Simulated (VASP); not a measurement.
Output of a VASP run:

**OSZICAR**
```
       N       E                     dE             d eps       ncg     rms          rms(c)
DAV:   1    -0.566032111027E+03   -0.56603E+03   -0.32509E+03   560   0.697E+02
DAV:   2    -0.584489039627E+03   -0.18457E+02   -0.17586E+02   936   0.895E+01
DAV:   3    -0.584715794156E+03   -0.22675E+00   -0.22675E+00   624   0.125E+01
DAV:   4    -0.584716127537E+03   -0.33338E-03   -0.33328E-03   840   0.540E-01
DAV:   5    -0.147734751007E+02    0.56994E+03   -0.31328E+00   560   0.128E+01    0.602E+00
DAV:   6    -0.141817075750E+02    0.59177E+00   -0.10202E+00   640   0.602E+00    0.369E+00
DAV:   7    -0.141358715912E+02    0.45836E-01   -0.50469E-01   616   0.380E+00    0.205E+00
DAV:   8    -0.141384468532E+02   -0.25753E-02   -0.57642E-02   696   0.141E+00    0.111E+00
DAV:   9    -0.141328500792E+02    0.55968E-02   -0.51335E-03   592   0.519E-01    0.637E-01
DAV:  10    -0.141313153079E+02    0.15348E-02   -0.42005E-03   632   0.406E-01    0.383E-01
DAV:  11    -0.141312244139E+02    0.90894E-04   -0.97472E-04   728   0.198E-01    0.245E-01
DAV:  12    -0.141312004750E+02    0.23939E-04   -0.94417E-05   632   0.766E-02    0.147E-01
DAV:  13    -0.141311985322E+02    0.19427E-05   -0.45893E-05   704   0.507E-02    0.846E-02
DAV:  14    -0.141312078931E+02   -0.93608E-05   -0.20501E-05   752   0.336E-02    0.472E-02
DAV:  15    -0.141312148332E+02   -0.69401E-05   -0.54215E-06   720   0.197E-02    0.265E-02
DAV:  16    -0.141312186256E+02   -0.37924E-05   -0.18026E-06   680   0.124E-02    0.151E-02
DAV:  17    -0.141312206287E+02   -0.20032E-05   -0.79697E-07   544   0.824E-03    0.864E-03
DAV:  18    -0.141312216451E+02   -0.10164E-05   -0.32984E-07   320   0.535E-03    0.507E-03
DAV:  19    -0.141312221432E+02   -0.49809E-06   -0.15040E-07   296   0.375E-03
   1 F= -.14131222E+02 E0= -.14131222E+02  d E =-.150413E-31
```

### OUTCAR
```
------------------------ aborting loop because EDIFF is reached ----------------------------------------
  FORCE on cell =-STRESS in cart. coord.  units (eV):
  Direction    XX          YY          ZZ          XY          YZ          ZX
  --------------------------------------------------------------------------------------
  Total       -1.4056043     -1.4056043     -1.4056043      0.0000000      0.0000000      0.0000000
  in kB      -78.2305785    -78.2305785    -78.2305785      0.0000000      0.0000000      0.0000000
  external PRESSURE =     -78.2305785 kB  Pullay stress =       0.0000000 kB
  volume of cell :       28.79
      direct lattice vectors                 reciprocal lattice vectors
     0.000000000  2.432516000  2.432516000    -0.205548494  0.205548494  0.205548494
     2.432516000  0.000000000  2.432516000     0.205548494 -0.205548494  0.205548494
     2.432516000  2.432516000  0.000000000     0.205548494  0.205548494 -0.205548494
  FREE ENERGIE OF THE ION-ELECTRON SYSTEM (eV)
  ---------------------------------------------------
  free  energy   TOTEN  =       -14.1312221432 eV

  energy  without entropy=      -14.1312221432  energy(sigma->0) =      -14.13122214

  exchange ACFDT corr.  =         0.00000000  see jH, gK, PRB 81, 115126
```
(Selected blocks of OUTCAR.)

**POSCAR**
```
BAs
1
    0.0000000000     2.4325160000     2.4325160000
    2.4325160000     0.0000000000     2.4325160000
    2.4325160000     2.4325160000     0.0000000000
B As
1 1
Direct
  0.2500000000   0.2500000000   0.2500000000
  0.0000000000   0.0000000000   0.0000000000
```

**Question.** Write an INCAR and KPOINTS that could have produced this output.

**Answer.** This is not unique; one that fits is the input of the run itself, PBE0 hybrid, plane waves, VASP's PBE PAW potentials (set 64).

**INCAR**
```
SYSTEM  =  BAs
PREC  =  Accurate; ENCUT  =  400; LREAL  =  .FALSE.
LASPH  =  .TRUE.; ISYM  =  3
EDIFF  =  1E-6; NELM  =  100; ALGO  =  Normal
LMAXMIX  =  4
ISMEAR  =  0; SIGMA  =  0.02
GGA  =  PE; LHFCALC  =  .TRUE.; AEXX  =  0.25
HFRCUT  =  -1; PRECFOCK  =  Fast
ISIF  =  2
LWAVE  =  .FALSE.; LCHARG  =  .FALSE.
```

**KPOINTS**
```
Regular mesh
0
G
  9 9 9
```

POTCAR, in this order: B As (PBE.64 set). Program: vasp_std.

At this cut-off the stress carries a Pulay error, which pulls relaxed volumes low.

The structure comes from a computed database's BAs entry; how it stands against other phases isn't given here. The cell was not relaxed at this level. The run is one of a series of settings (HFRCUT = -1, HFSCREEN removed against the base run), some of them coarse on purpose.
